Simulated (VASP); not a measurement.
Here is the system:

```
InP
1.0
   -0.04408     2.93877     2.93877
    2.89469     0.00000     2.89469
    2.93877     2.93877    -0.04408
In P
1 1
Direct
  0.99744   0.00256   0.99744
  0.25256   0.24744   0.25256
```

Method: PBEsol GGA, VASP's PBE PAW potentials (set 64) (plane waves; VASP). Run with 480 eV cut-off, 8×8×8 Γ-centred mesh, Gaussian smearing of 0.050 eV, potentials In_d P.

Q: Give the stress tensor in GPa (positive for a compressed cell).

A: 
```
0.04  0.00  1.30
0.00  0.01  0.00
1.30  0.00  0.04
```
The pressure is its mean diagonal, 0.03 GPa.

The compound is InP in the zinc blende structure. This cell was strained or had an atom moved on purpose. Symmetry was kept, so distortions that lower it aren't found.
